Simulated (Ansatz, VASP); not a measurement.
## Se (Selenium): VASP beside Ansatz

Aim: how closely do two programs agree when they are given the same cell, functional and k mesh? The cell is taken from a series of runs on this material, whose earlier steps may have relaxed, scaled, displaced or heated it; both programs get it as it stands.

Main program and level: Ansatz 0.2.0; plane waves, with VASP 6.6.1 beside it; zone-centre phonons at LDA.

**1. The structure**

Symmetry: P3_121, No. 152, trigonal system. The conventional cell has a = 3.942 Å, b = 3.942 Å, c = 5.118 Å, α = 90.00°, β = 90.00°, γ = 120.00°. Nearest to Se lie 2 Se at 2.44 Å.

Coordinates:

```cif
data_structure
_symmetry_space_group_name_H-M 'P 1'
_symmetry_Int_Tables_number 1
_cell_length_a 3.9418
_cell_length_b 3.9418
_cell_length_c 5.1178
_cell_angle_alpha 90.000
_cell_angle_beta 90.000
_cell_angle_gamma 120.000
_cell_volume 68.87
loop_
_atom_site_label
_atom_site_type_symbol
_atom_site_fract_x
_atom_site_fract_y
_atom_site_fract_z
_atom_site_occupancy
Se1 Se 0.25654 0.00000 0.33333 1
Se2 Se 0.00000 0.25654 0.66667 1
Se3 Se 0.74346 0.74346 0.00000 1
```

**2. VASP: zone-centre phonons, LDA**

Second derivatives magnify differences that forces hide, and they need a tight electronic threshold.

Lines of VASP's logs that name or quote its potential files are left out, and so is its time.

INCAR

```
SYSTEM = Se
PREC = Accurate
ENCUT = 500
EDIFF = 1E-08
NELM = 120
ISMEAR = 0
SIGMA = 0.01
LREAL = .FALSE.
ALGO = Normal
GGA = CA
NBANDS = 15
LORBIT = 11
LWAVE = .FALSE.
LCHARG = .FALSE.
ISIF = 2
IBRION = 8
LEPSILON = .TRUE.
LASPH = .TRUE.
GGA_COMPAT = .FALSE.
EFERMI = MIDGAP
KPAR = 2
```

POSCAR

```
Se
1.0
    3.9418075034      0.0000000000      0.0000000000
   -1.9709037517      3.4137054348      0.0000000000
    0.0000000000      0.0000000000      5.1177708140
Se
3
Direct
    0.2565387338      0.0000000000      0.3333333333
    0.0000000000      0.2565387338      0.6666666667
    0.7434612662      0.7434612662      0.0000000000
```

KPOINTS

```
Automatic mesh
0
Gamma
6 6 6
0 0 0
```

The projector-augmented-wave data sets are Se (LDA family, release 64).

On the command line:

```sh
> mpirun -np 2 vasp_std
```

The program printed:

```text
[banner, memory and clock lines left out]
running    2 mpi-ranks, on    1 nodes
 distrk:  each k-point on    1 cores,    2 groups
 distr:  one band on    1 cores,    1 groups

 POSCAR found type information on POSCAR Se
 POSCAR found :  1 types and       3 ions
 LDA part: xc-table for (Slater(with rela. corr.)+CA(PZ))
 , standard interpolation
 POSCAR, INCAR and KPOINTS ok, starting setup
 FFT: planning ... GRIDC
 FFT: planning ... GRID_SOFT
 FFT: planning ... GRID
 WAVECAR not read
 entering main loop
       N       E                     dE             d eps       ncg     rms          rms(c)
DAV:   1     0.760431177478E+02    0.76043E+02   -0.72763E+03  1020   0.985E+02
DAV:   2    -0.784908190180E+01   -0.83892E+02   -0.79718E+02  1378   0.161E+02
DAV:   3    -0.125310972908E+02   -0.46820E+01   -0.46643E+01  1237   0.433E+01
DAV:   4    -0.125613853146E+02   -0.30288E-01   -0.30283E-01  1314   0.412E+00
DAV:   5    -0.125615767532E+02   -0.19144E-03   -0.19143E-03  1258   0.315E-01    0.766E+00
DAV:   6    -0.124990027214E+02    0.62574E-01   -0.30189E-02  1265   0.112E+00    0.468E+00
DAV:   7    -0.124762536630E+02    0.22749E-01   -0.58216E-02  1139   0.149E+00    0.184E-01
DAV:   8    -0.124753798492E+02    0.87381E-03   -0.84545E-03  1167   0.587E-01    0.112E-01
DAV:   9    -0.124754051907E+02   -0.25341E-04   -0.23565E-04  1447   0.107E-01    0.303E-02
DAV:  10    -0.124753981707E+02    0.70199E-05   -0.28408E-05  1251   0.357E-02    0.639E-03
DAV:  11    -0.124753986545E+02   -0.48378E-06   -0.57089E-06  1293   0.139E-02    0.358E-03
DAV:  12    -0.124753984046E+02    0.24984E-06   -0.75388E-07  1216   0.547E-03    0.117E-03
DAV:  13    -0.124753983856E+02    0.19049E-07   -0.12981E-07  1349   0.206E-03    0.346E-04
DAV:  14    -0.124753983846E+02    0.10290E-08   -0.20920E-08   902   0.923E-04
   1 F= -.12475398E+02 E0= -.12475398E+02  d E =-.641263E-84
 Linear response reoptimize wavefunctions to high precision
DAV:   1    -0.124753983845E+02    0.65484E-10   -0.37184E-09  1218   0.383E-04
DAV:   2    -0.124753983845E+02   -0.59117E-11   -0.63215E-11   692   0.527E-05
 Linear response G [H, r] |phi>, progress :
  Direction:   1
       N       E                     dE             d eps       ncg     rms
RMM:   1    -0.871669044249E+02   -0.87167E+02    0.91264E+01  2631   0.744E+01
RMM:   2    -0.765937172397E+02    0.10573E+02   -0.11959E+01  1705   0.210E+01
RMM:   3    -0.767279836130E+02   -0.13427E+00   -0.16833E-01  1765   0.215E+00
RMM:   4    -0.767303601243E+02   -0.23765E-02   -0.33632E-03  1821   0.331E-01
RMM:   5    -0.767304725969E+02   -0.11247E-03    0.10989E-04  1818   0.461E-02
RMM:   6    -0.767304922785E+02   -0.19682E-04    0.33794E-05  1846   0.846E-03
RMM:   7    -0.767304953946E+02   -0.31161E-05    0.46778E-06  1826   0.138E-03
RMM:   8    -0.767304952878E+02    0.10684E-06   -0.78900E-06  1577   0.287E-04
RMM:   9    -0.767304956958E+02   -0.40805E-06    0.23526E-07  1266   0.877E-05
RMM:  10    -0.767304971609E+02   -0.14651E-05   -0.56799E-06  1041   0.599E-05
RMM:  11    -0.767304968148E+02    0.34603E-06    0.32868E-06   925   0.574E-05
RMM:  12    -0.767304968075E+02    0.73460E-08    0.31510E-06   772   0.572E-05
RMM:  13    -0.767304968131E+02   -0.56037E-08    0.31951E-06   657   0.572E-05
 Linear response G [H, r] |phi>, progress :
  Direction:   2
       N       E                     dE             d eps       ncg     rms
RMM:   1    -0.834351544686E+02   -0.83435E+02    0.12374E+02  2597   0.742E+01
RMM:   2    -0.744600049309E+02    0.89751E+01   -0.11859E+01  1708   0.210E+01
RMM:   3    -0.746042135803E+02   -0.14421E+00   -0.16614E-01  1766   0.217E+00
RMM:   4    -0.746066160801E+02   -0.24025E-02   -0.44176E-03  1816   0.329E-01
RMM:   5    -0.746066498870E+02   -0.33807E-04   -0.28749E-04  1818   0.468E-02
RMM:   6    -0.746066388691E+02    0.11018E-04   -0.52391E-05  1838   0.844E-03
RMM:   7    -0.746066355031E+02    0.33660E-05   -0.13554E-05  1814   0.139E-03
RMM:   8    -0.746066344114E+02    0.10917E-05   -0.20077E-06  1587   0.284E-04
RMM:   9    -0.746066343692E+02    0.42148E-07   -0.53318E-06  1264   0.840E-05
RMM:  10    -0.746066342083E+02    0.16097E-06   -0.11860E-05  1036   0.560E-05
RMM:  11    -0.746066341907E+02    0.17600E-07   -0.89412E-06   898   0.536E-05
RMM:  12    -0.746066341903E+02    0.36826E-09   -0.74112E-06   754   0.536E-05
RMM:  13    -0.746066341920E+02   -0.16914E-08   -0.89152E-06   649   0.535E-05
 Linear response G [H, r] |phi>, progress :
  Direction:   3
       N       E                     dE             d eps       ncg     rms
RMM:   1    -0.982621868695E+02   -0.98262E+02   -0.89680E+01  2602   0.715E+01
RMM:   2    -0.743466041331E+02    0.23916E+02   -0.16585E+01  1693   0.219E+01
RMM:   3    -0.741860935189E+02    0.16051E+00   -0.29769E-01  1723   0.239E+00
RMM:   4    -0.741809505240E+02    0.51430E-02   -0.82043E-03  1803   0.363E-01
RMM:   5    -0.741807849635E+02    0.16556E-03   -0.14683E-03  1796   0.507E-02
[...]
RMM:   9    -0.242391510733E+02   -0.72877E-06    0.13541E-05   975   0.351E-05
RMM:  10    -0.242391508760E+02    0.19732E-06    0.62052E-06   828   0.333E-05
RMM:  11    -0.242391508260E+02    0.49970E-07    0.37827E-06   683   0.328E-05
RMM:  12    -0.242391508547E+02   -0.28692E-07   -0.48270E-11   510   0.325E-05
[...]
RMM:   2    -0.241599260479E+02   -0.14681E+02    0.72005E-02  5582   0.124E+00    0.907E+00
RMM:   3    -0.234306650417E+02    0.72926E+00   -0.13104E+00  5484   0.473E+00    0.480E+00
RMM:   4    -0.234680689614E+02   -0.37404E-01   -0.66342E-02  5638   0.130E+00    0.256E+00
RMM:   5    -0.236295443875E+02   -0.16148E+00   -0.31448E-02  5676   0.999E-01    0.251E-01
RMM:   6    -0.236491297847E+02   -0.19585E-01   -0.19756E-03  5813   0.213E-01    0.565E-02
RMM:   7    -0.236477672746E+02    0.13625E-02   -0.13778E-04  5963   0.449E-02    0.262E-02
RMM:   8    -0.236489262154E+02   -0.11589E-02    0.30498E-06  5967   0.154E-02    0.379E-03
RMM:   9    -0.236489885440E+02   -0.62329E-04   -0.81549E-06  6075   0.344E-03    0.139E-03
RMM:  10    -0.236490579406E+02   -0.69397E-04   -0.26151E-05  6067   0.110E-03    0.264E-04
RMM:  11    -0.236490796635E+02   -0.21723E-04    0.49251E-06  6128   0.320E-04    0.157E-04
RMM:  12    -0.236490748425E+02    0.48210E-05    0.43542E-07  4780   0.803E-05    0.456E-05
RMM:  13    -0.236490761168E+02   -0.12743E-05    0.26222E-06  2563   0.443E-05    0.575E-06
 change of polarisation eV/A/(eV/A) component  2 :    -0.001    46.492    -0.001
 dielectric tensor                  component  2 :    -0.003   123.163    -0.002
 Linear response to external field, progress :
  Direction:   3
       N       E                     dE             d eps       ncg     rms          rms(c)
RMM:   1    -0.702530372903E+01   -0.70253E+01   -0.54818E+01  2870   0.619E+00
RMM:   2    -0.762738402060E+01   -0.60208E+00   -0.12026E-01  2203   0.128E+00    0.404E+00
RMM:   3    -0.737843357835E+01    0.24895E+00   -0.18396E-01  2200   0.223E+00    0.204E+00
RMM:   4    -0.748748605934E+01   -0.10905E+00   -0.13156E-01  2181   0.197E+00    0.295E-01
RMM:   5    -0.752117755498E+01   -0.33691E-01   -0.44299E-03  2244   0.398E-01    0.575E-02
RMM:   6    -0.752406002235E+01   -0.28825E-02   -0.12370E-04  2316   0.414E-02    0.398E-02
RMM:   7    -0.752561117042E+01   -0.15511E-02   -0.45208E-05  2268   0.229E-02    0.328E-03
RMM:   8    -0.752590319482E+01   -0.29202E-03   -0.10622E-05  2348   0.281E-03    0.184E-03
RMM:   9    -0.752593469805E+01   -0.31503E-04    0.19057E-06  2382   0.864E-04    0.124E-04
RMM:  10    -0.752593740527E+01   -0.27072E-05    0.23196E-06  2112   0.142E-04    0.344E-05
RMM:  11    -0.752593588753E+01    0.15177E-05   -0.31163E-07  1202   0.417E-05    0.393E-06
 change of polarisation eV/A/(eV/A) component  3 :     2.139    -1.984    14.450
 dielectric tensor                  component  3 :     5.620    -5.213    38.970
 Linear response DOF=           3
 Linear response progress:
  Degree of freedom:   1/  3
       N       E                     dE             d eps       ncg     rms          rms(c)
RMM:   1    -0.802638121064E-01   -0.80264E-01    0.35674E-02  4580   0.155E+00
RMM:   2    -0.774168097991E-01    0.28470E-02   -0.27337E-03  3219   0.313E-01    0.978E-02
RMM:   3    -0.773150792412E-01    0.10173E-03   -0.58802E-05  3469   0.414E-02    0.568E-02
RMM:   4    -0.772489455352E-01    0.66134E-04   -0.38879E-05  3531   0.316E-02    0.894E-03
RMM:   5    -0.772534059992E-01   -0.44605E-05    0.14344E-07  3568   0.430E-03    0.236E-03
RMM:   6    -0.772546921119E-01   -0.12861E-05    0.27677E-07  3591   0.175E-03    0.465E-04
RMM:   7    -0.772535199815E-01    0.11721E-05    0.42972E-08  3639   0.309E-04    0.182E-04
RMM:   8    -0.772528296480E-01    0.69033E-06    0.45590E-10  3632   0.120E-04    0.420E-05
RMM:   9    -0.772528650230E-01   -0.35375E-07   -0.25123E-08  3707   0.289E-05    0.107E-05
RMM:  10    -0.772528916908E-01   -0.26668E-07   -0.54641E-09  3747   0.782E-06    0.279E-06
RMM:  11    -0.772528947088E-01   -0.30180E-08    0.33949E-09  3120   0.340E-06    0.392E-07
 first order change of Fermi-energy   0.37126E+00
 force on displaced ion       1 direction 1 :  -4.882   0.000   0.000
 Born effective charge ion    1 direction 1 :   2.274   0.000   0.000
 Linear response progress:
  Degree of freedom:   2/  3
       N       E                     dE             d eps       ncg     rms          rms(c)
RMM:   1    -0.821947938860E-01   -0.82195E-01    0.32215E-02  7625   0.153E+00
RMM:   2    -0.799826860043E-01    0.22121E-02   -0.28733E-03  5334   0.304E-01    0.819E-02
RMM:   3    -0.797441335168E-01    0.23855E-03   -0.11556E-04  5737   0.509E-02    0.451E-02
RMM:   4    -0.796255144651E-01    0.11862E-03   -0.76576E-05  5860   0.404E-02    0.719E-03
RMM:   5    -0.796537117384E-01   -0.28197E-04   -0.32738E-06  5839   0.676E-03    0.172E-03
RMM:   6    -0.796616430565E-01   -0.79313E-05    0.90365E-08  5827   0.156E-03    0.494E-04
RMM:   7    -0.796606416536E-01    0.10014E-05    0.18124E-07  6033   0.414E-04    0.987E-05
RMM:   8    -0.796606852531E-01   -0.43600E-07    0.64996E-08  6108   0.686E-05    0.424E-05
RMM:   9    -0.796605834662E-01    0.10179E-06    0.17135E-08  6094   0.239E-05    0.125E-05
RMM:  10    -0.796605556444E-01    0.27822E-07   -0.57491E-09  6186   0.905E-06    0.240E-06
RMM:  11    -0.796605637139E-01   -0.80695E-08   -0.24088E-09  5339   0.366E-06    0.611E-07
 first order change of Fermi-energy  -0.61197E-01
 force on displaced ion       1 direction 2 :  -0.004  -3.635  -0.607
 Born effective charge ion    1 direction 2 :   0.003  -2.565   2.069
 Linear response progress:
  Degree of freedom:   3/  3
       N       E                     dE             d eps       ncg     rms          rms(c)
RMM:   1    -0.942558590214E-01   -0.94256E-01    0.42645E-02  7930   0.159E+00
RMM:   2    -0.893932985612E-01    0.48626E-02   -0.39810E-03  5321   0.371E-01    0.160E-01
RMM:   3    -0.891369408684E-01    0.25636E-03   -0.39216E-04  5703   0.859E-02    0.882E-02
RMM:   4    -0.891127878731E-01    0.24153E-04    0.10556E-06  5768   0.245E-02    0.489E-02
RMM:   5    -0.891204328580E-01   -0.76450E-05    0.66437E-06  5812   0.204E-02    0.428E-03
RMM:   6    -0.891192224534E-01    0.12104E-05   -0.40098E-06  5881   0.360E-03    0.828E-04
RMM:   7    -0.891191708818E-01    0.51572E-07   -0.79256E-07  6004   0.714E-04    0.283E-04
RMM:   8    -0.891199598263E-01   -0.78894E-06    0.26597E-07  6021   0.255E-04    0.511E-05
RMM:   9    -0.891199529999E-01    0.68264E-08    0.61300E-08  6159   0.466E-05    0.228E-05
 first order change of Fermi-energy   0.42546E+00
 force on displaced ion       1 direction 3 :  -0.006  -0.605  -7.469
 Born effective charge ion    1 direction 3 :   0.003   1.519  -0.012
 Born effective charges drift removed
 Linear response finished
```

(Part 1 of 2 ends here.)

[Lines on the potential files, build, host, timing and source positions are cut from VASP's logs without a mark.]

[Logs are printed without paths, hosts, clocks, repeated set-up lines and the standing remarks that a program may print on its own settings, such as how far it seeks lower states.]

[Hosts, paths, dates, database ids (printed as entryN), source tags and the programs' standing remarks are cut or masked in the printed files.]
